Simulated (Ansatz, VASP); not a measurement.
# Cross-check of Te (Tellurium) between VASP and Ansatz, part 2 of 2

Aim: how closely do two programs agree when they are given the same cell, functional and k mesh? The cell is taken from a series of VASP runs on this material, whose earlier steps may have relaxed, scaled or displaced it; both programs get it as it stands. Other levels of theory on this material are compared in a session of their own.

VASP 6.6.1 and Ansatz 0.2.0.

So far. Step 2 (VASP: band structure, r2SCAN): The run ends at a pressure of 0.91 GPa, with forces up to 0.069 eV/Å.

## (6) VASP: band structure, r2SCAN, spin-orbit coupling

Level of this step: r2SCAN, spin-orbit coupling; plane waves and PAW (Te) (VASP).

Levels along a path test the potential and the projectors away from the mesh points.

INCAR

```
SYSTEM = Te
PREC = Accurate
ENCUT = 350
EDIFF = 1E-06
NELM = 100
ISMEAR = 0
SIGMA = 0.03
LREAL = .FALSE.
ALGO = Normal
METAGGA = R2SCAN
LASPH = .TRUE.
LNONCOLLINEAR = .TRUE.
MAGMOM = 0 0 0 0 0 0 0 0 0
NBANDS = 30
GGA_COMPAT = .FALSE.
LSORBIT = .TRUE.
LORBIT = 11
LWAVE = .FALSE.
LCHARG = .FALSE.
KPAR = 4
```

POSCAR

```
Te
1.0
    4.4540000000      0.0000000000      0.0000000000
   -2.2270000000      3.8572771485      0.0000000000
    0.0000000000      0.0000000000      5.9240000000
Te
3
Direct
    0.7310000000      0.7310000000      0.0000000000
    0.0000000000      0.2690000000      0.6666666667
    0.2690000000      0.0000000000      0.3333333333
```

KPOINTS

```
Automatic mesh
0
Gamma
6 6 4
0 0 0
```

KPOINTS_OPT

```
Line mode
10
Line-mode
Reciprocal
  0.00000000   0.00000000   0.00000000 GAMMA
  0.50000000   0.00000000   0.00000000 M

  0.50000000   0.00000000   0.00000000 M
  0.33333333   0.33333333   0.00000000 K

  0.33333333   0.33333333   0.00000000 K
  0.00000000   0.00000000   0.00000000 GAMMA

  0.00000000   0.00000000   0.00000000 GAMMA
  0.00000000   0.00000000   0.50000000 A

  0.00000000   0.00000000   0.50000000 A
  0.50000000   0.00000000   0.50000000 L

  0.50000000   0.00000000   0.50000000 L
  0.33333333   0.33333333   0.50000000 H

  0.33333333   0.33333333   0.50000000 H
  0.00000000   0.00000000   0.50000000 A

  0.50000000   0.00000000   0.50000000 L
  0.50000000   0.00000000   0.00000000 M

  0.33333333   0.33333333   0.00000000 K
  0.33333333   0.33333333   0.50000000 H
```

Potentials, in the order of the species: Te (PBE family, release 64).

On the command line:

```console
mpirun -np 4 vasp_ncl
```

Numbers of over 12 decimals in the logs are rounded to 6 here.

Output:

```text
[banner, memory and clock lines left out]
running    4 mpi-ranks, on    1 nodes
[...]
[... a notice as in an earlier step ...]

 LDA part: xc-table for (None), standard interpolation
 POSCAR, INCAR and KPOINTS ok, starting setup
[...]
entering main loop
       N       E                     dE             d eps       ncg     rms          rms(c)
DAV:   1    -0.397288768802E+01   -0.39729E+01   -0.52540E+03  2040   0.722E+02
DAV:   2    -0.746146844223E+02   -0.70642E+02   -0.67726E+02  2668   0.136E+02
DAV:   3    -0.795277431518E+02   -0.49131E+01   -0.48700E+01  2496   0.379E+01
DAV:   4    -0.796123993607E+02   -0.84656E-01   -0.84620E-01  2462   0.599E+00
[...]
DAV:  12    -0.765406737680E+02   -0.31274E-05   -0.27531E-06  2382   0.126E-02    0.116E-02
DAV:  13    -0.765406749102E+02   -0.11422E-05   -0.33634E-06  2172   0.140E-02    0.911E-03
DAV:  14    -0.765406751470E+02   -0.23682E-06   -0.13090E-07  1200   0.244E-03
   1 F= -.76540675E+02 E0= -.76540674E+02  d E =-.282021E-05  mag=    -0.0000    -0.0000    -0.0000
 Start KPOINTS_OPT (optional k-point list driver)
k-point batch [1-34\90]
       N       E                     dE             ncg
DAV:   1     0.264959170254E+04   -0.51697E+04     2040
DAV:   2     0.152521967374E+03   -0.24971E+04     2694
DAV:   3    -0.201288071900E+02   -0.17265E+03     2506
DAV:   4    -0.233842942287E+02   -0.32555E+01     2466
DAV:   5    -0.234553375165E+02   -0.71043E-01     2450
DAV:   6    -0.234590395242E+02   -0.37020E-02     2658
DAV:   7    -0.234590738129E+02   -0.34289E-04     2444
DAV:   8    -0.234590751286E+02   -0.13157E-05     1618
DAV:   9    -0.234590752328E+02   -0.10429E-06     1484
[...]
k-point batch [69-90\90]
       N       E                     dE             ncg
DAV:   1     0.613775241098E+04   -0.71905E+04     1320
DAV:   2     0.456260075017E+04   -0.15752E+04     1766
DAV:   3     0.445532841700E+04   -0.10727E+03     1594
DAV:   4     0.445329392096E+04   -0.20345E+01     1544
DAV:   5     0.445323788238E+04   -0.56039E-01     1524
DAV:   6     0.445323521196E+04   -0.26704E-02     1670
DAV:   7     0.445323519495E+04   -0.17010E-04     1490
DAV:   8     0.445323519456E+04   -0.39242E-06     1048
```

OUTCAR, selected parts (step 6):

```text
  Total        0.6905436      0.6905436      0.8697962      0.0000000      0.0000000      0.0000000
  in kB       10.8706522     10.8706522     13.6924754      0.0000000      0.0000000      0.0000000
  external PRESSURE =      11.8112599 kB  Pullay stress =       0.0000000 kB

 POSITION                                       TOTAL-FORCE (eV/Angst)
 -----------------------------------------------------------------------------------
      1.62794      2.81967      0.00000         0.016735      0.028986     -0.000000
     -0.59906      1.03761      3.94933         0.016735     -0.028986      0.000000
      1.19813      0.00000      1.97467        -0.033470      0.000000     -0.000000
 -----------------------------------------------------------------------------------
    total drift:                                0.000000      0.000000      0.000000

  FREE ENERGIE OF THE ION-ELECTRON SYSTEM (eV)
  ---------------------------------------------------
  free  energy   TOTEN  =       -76.5406751470 eV

  energy  without entropy=      -76.5406723268  energy(sigma->0) =      -76.54067374

 magnetization (x)
# of ion       s       p       d       tot
------------------------------------------
    1        0.000   0.000   0.000   0.000
    2        0.000   0.000   0.000   0.000
    3       -0.000  -0.000  -0.000  -0.000
--------------------------------------------------
tot          0.000  -0.000  -0.000   0.000

 magnetization (y)
# of ion       s       p       d       tot
------------------------------------------
    1        0.000   0.000   0.000   0.000
    2       -0.000  -0.000  -0.000  -0.000
    3        0.000   0.000   0.000   0.000
--------------------------------------------------
tot          0.000  -0.000   0.000  -0.000

 magnetization (z)
# of ion       s       p       d       tot
------------------------------------------
    1        0.000   0.000  -0.000  -0.000
    2        0.000  -0.000   0.000  -0.000
    3       -0.000   0.000   0.000  -0.000
--------------------------------------------------
tot         -0.000  -0.000  -0.000  -0.000

[... 1 part as in an earlier step ...]

[... 2 further parts left out ...]
[key lines of the parts left out:]
E-fermi :   6.0964
```

The run ends at a pressure of 1.18 GPa, with forces up to 0.033 eV/Å.

## (7) Ansatz: band structure, r2SCAN, spin-orbit coupling

The same cell, functional, mesh and smearing now go to Ansatz, which takes its cutoff from its data sets.

The cell is taken from a series of VASP runs on this material, whose earlier steps may have relaxed, scaled or displaced it; both programs get it as it stands.

input.yaml

```yaml
crystal:
  lattice:
    - [4.454, 0.0, 0.0]
    - [-2.227, 3.8572771485, 0.0]
    - [0.0, 0.0, 5.924]
  atoms:
    - { symbol: Te, position: [0.731, 0.731, 0.0] }
    - { symbol: Te, position: [0.0, 0.269, 0.6666666667] }
    - { symbol: Te, position: [0.269, 0.0, 0.3333333333] }
hamiltonian:
  xc: r2scan
  pseudopotentials: { kind: paw_fr }
magnetization:
  noncollinear: true
  spin_orbit: true
kpoints:
  mp_grid: { grid: [6, 6, 4] }
  band_path:
    path:
      - [0.0, 0.0, 0.0]
      - [0.16667, 0.0, 0.0]
      - [0.33333, 0.0, 0.0]
      - [0.5, 0.0, 0.0]
      - [0.46296, 0.07407, 0.0]
      - [0.40741, 0.18519, 0.0]
      - [0.35185, 0.2963, 0.0]
      - [0.2963, 0.2963, 0.0]
      - [0.18519, 0.18519, 0.0]
      - [0.07407, 0.07407, 0.0]
      - [0.0, 0.0, 0.0]
      - [0.0, 0.0, 0.16667]
      - [0.0, 0.0, 0.33333]
      - [0.0, 0.0, 0.5]
      - [0.11111, 0.0, 0.5]
      - [0.33333, 0.0, 0.5]
      - [0.5, 0.0, 0.5]
      - [0.46296, 0.07407, 0.5]
      - [0.40741, 0.18519, 0.5]
      - [0.35185, 0.2963, 0.5]
      - [0.33333, 0.33333, 0.5]
      - [0.2963, 0.2963, 0.5]
      - [0.18519, 0.18519, 0.5]
      - [0.07407, 0.07407, 0.5]
      - [0.5, 0.0, 0.5]
      - [0.5, 0.0, 0.33333]
      - [0.5, 0.0, 0.16667]
      - [0.5, 0.0, 0.0]
      - [0.33333, 0.33333, 0.11111]
      - [0.33333, 0.33333, 0.27778]
      - [0.33333, 0.33333, 0.5]
    npoints: 1
scf:
  occupations: { method: gaussian, width: 0.03 }
  n_extra_bands: 14
output:
  forces: true
  stress: true
  eigenvalues: true
```

On the command line:

```console
ansatz run input.yaml --threads 2 --pin off --max-ram 4608MiB --backend cpu --events-out ev --progress --plain --runs-dir out
```

Output:

```text
[...]
non-collinear run that drives no moment, with spin-orbit: no starting moment large enough to seed its density (crystal.atoms[].spin), no starting occupations that ask for one, no magnetisation constraint and no magnetic field, so the semilocal B_xc is pinned to zero
Crystal: 3 atoms, lattice volume = 101.776 Å³
[...]
k-point 0: bands = [... 44 lower, 6.9226, 6.9226, 7.7064, 7.7064, 9.3634, 9.3634, 10.0021, 10.0021, ... 10 higher]
  k-point 1: bands = [... 44 lower, 7.0663, 7.2959, 7.5861, 7.7584, 9.1476, 9.1713, 9.5641, 9.6963, ... 10 higher]
  k-point 2: bands = [... 44 lower, 7.3594, 7.3594, 7.6768, 7.6768, 9.1084, 9.1084, 9.2824, 9.2824, ... 10 higher]
  k-point 23: bands = [... 44 lower, 8.4673, 8.4673, 8.7079, 8.8355, 8.9926, 8.9926, 9.9781, 10.0359, ... 10 higher]
[key lines of the parts left out:]
SCF converged after 7 iterations
Magnetization: |M| = 0.0000 μB,  M = (+0.0000, +0.0000, +0.0000) μB
Free energy (F): -20950.282933 eV
Fermi energy:    8.912194 eV
P = ⅓ Tr σ = 1.1791 GPa (11.791 kbar)
```

It took 80 s on 2 threads of Arm Neoverse V1, shared host; peak memory 0.99 GiB.

## (8) Comparison

What differs besides the data sets and the points named for the pairs above, as far as they apply: spin-orbit coupling enters by fully relativistic files in Ansatz and inside the spheres in VASP; the data sets hold 48 valence electrons in Ansatz (fully relativistic PAW (standard-fr) files) and 18 in VASP. Total energies have different zeros and are not compared.

Both answers:

```csv
quantity,Ansatz,VASP,difference
pressure (GPa),1.18,1.18,0.00
gap over the path points (eV),0.157,0.131,+0.026
```

Levels at points of the path, from each program's valence-band top (eV; 8 filled, then empty):

```csv
k (reciprocal lattice),Ansatz,VASP
0.000 0.000 0.000,-2.88 -2.88 -1.94 -1.94 -1.91 -1.91 -1.13 -1.13 0.53 0.53 1.17 1.17 1.69 1.69,-2.89 -2.89 -1.95 -1.95 -1.92 -1.92 -1.13 -1.13 0.53 0.53 1.15 1.15 1.68 1.68
0.167 0.000 0.000,-3.53 -3.32 -1.66 -1.47 -1.32 -1.21 -1.05 -0.93 0.64 0.71 0.89 0.96 1.41 1.50,-3.54 -3.33 -1.66 -1.47 -1.32 -1.21 -1.06 -0.93 0.62 0.70 0.87 0.95 1.40 1.50
0.333 0.000 0.000,-4.07 -3.87 -2.75 -2.69 -1.33 -1.20 -1.15 -1.01 0.75 0.83 0.98 1.02 2.74 2.75,-4.07 -3.88 -2.75 -2.69 -1.33 -1.20 -1.16 -1.02 0.74 0.82 0.97 1.01 2.74 2.75
0.500 0.000 0.000,-4.04 -4.04 -3.83 -3.83 -1.33 -1.33 -1.10 -1.10 0.81 0.81 0.89 0.89 3.06 3.06,-4.04 -4.04 -3.84 -3.84 -1.34 -1.34 -1.10 -1.10 0.80 0.80 0.88 0.88 3.04 3.04
0.463 0.074 0.000,-4.01 -4.00 -3.81 -3.79 -1.59 -1.56 -1.42 -1.39 1.04 1.07 1.23 1.23 3.24 3.24,-4.01 -4.00 -3.82 -3.80 -1.59 -1.56 -1.42 -1.40 1.03 1.06 1.22 1.22 3.22 3.22
0.407 0.185 0.000,-3.85 -3.82 -3.68 -3.63 -2.44 -2.36 -2.27 -2.25 1.88 1.91 2.23 2.24 3.48 3.48,-3.86 -3.82 -3.69 -3.64 -2.45 -2.37 -2.28 -2.26 1.87 1.90 2.22 2.23 3.48 3.48
0.352 0.296 0.000,-3.63 -3.56 -3.48 -3.36 -3.22 -3.09 -2.89 -2.88 2.66 2.69 2.91 2.92 3.17 3.17,-3.63 -3.57 -3.49 -3.37 -3.22 -3.10 -2.90 -2.89 2.66 2.69 2.90 2.91 3.17 3.18
0.296 0.296 0.000,-3.73 -3.54 -3.37 -3.34 -3.06 -3.02 -2.79 -2.79 2.54 2.57 2.90 2.90 3.07 3.07,-3.73 -3.54 -3.38 -3.34 -3.06 -3.03 -2.80 -2.79 2.53 2.56 2.89 2.89 3.08 3.08
0.185 0.185 0.000,-3.50 -3.35 -2.40 -2.25 -2.13 -2.06 -1.66 -1.62 1.62 1.66 1.77 1.79 2.01 2.01,-3.51 -3.36 -2.40 -2.25 -2.13 -2.06 -1.67 -1.63 1.61 1.65 1.76 1.78 2.01 2.01
0.074 0.074 0.000,-3.24 -3.05 -1.92 -1.74 -1.24 -1.20 -0.93 -0.90 0.49 0.51 0.93 0.95 1.49 1.57,-3.24 -3.06 -1.92 -1.75 -1.24 -1.20 -0.93 -0.90 0.48 0.50 0.92 0.93 1.48 1.56
```

At this near-relaxed geometry the largest component of a force difference is 33 meV/Å. Among the levels compared at these points, filled levels agree within 17 meV and empty ones within 26 meV. Ansatz's pressure holds a Pulay correction of 0.02 GPa; VASP's holds none.

## (9) Other set-ups

Further runs change the set-up of one program: Ansatz's method, potentials or start, or VASP's data sets, cutoff or form of LDA. The table gives Ansatz less VASP for each quantity, since a change that brings one quantity closer may part another.

```csv
run,r.m.s. force difference (meV/Å),pressure (GPa),gap over the path points (eV)
as above,19,-0.0020,0.026
cores kept as stored,19,8.1e-4,0.026
Ansatz's larger PAW set (cutoff 430 eV),21,0.0022,0.028
norm-conserving potentials (cutoff 1230 eV),12,4.9e-4,0.011
```

## (10) What came out

| Item | Value |
| --- | --- |
| r.m.s. force difference (band structure, r2SCAN) | 16 meV/Å |
| r.m.s. force difference (band structure, r2SCAN, spin-orbit coupling) | 19 meV/Å |

**Reading.** The r.m.s. force difference is 19 meV/Å (band structure, r2SCAN, spin-orbit coupling), beyond the 12 meV/Å picked in this series as the mark of a large difference. Band structure, r2SCAN, cores kept as stored: the difference in pressure goes from 0.0050 to 0.0072 GPa. Band structure, r2SCAN, Ansatz's larger PAW set (cutoff 430 eV): the difference in pressure goes from 0.0050 to 0.0084 GPa. Band structure, r2SCAN, norm-conserving potentials (cutoff 1230 eV): r.m.s. force difference goes from 16 to 22 meV/Å; the difference in pressure goes from 0.0050 to -0.011 GPa. Band structure, r2SCAN, spin-orbit coupling, cores kept as stored: the difference in pressure goes from -0.0020 to 8.1e-4 GPa. Band structure, r2SCAN, spin-orbit coupling, Ansatz's larger PAW set (cutoff 430 eV): the difference in pressure goes from -0.0020 to 0.0022 GPa. 9 further runs of this series are not shown here. How closely two codes agree says nothing of how well the functional describes the real material.

[Lines on the potential files, build, host, timing and source positions are cut from VASP's logs without a mark.]

[Logs are printed without paths, hosts, clocks, repeated set-up lines and the standing remarks that a program may print on its own settings, such as how far it seeks lower states.]

[Hosts, paths, dates, database ids (printed as entryN), source tags and the programs' standing remarks are cut or masked in the printed files.]
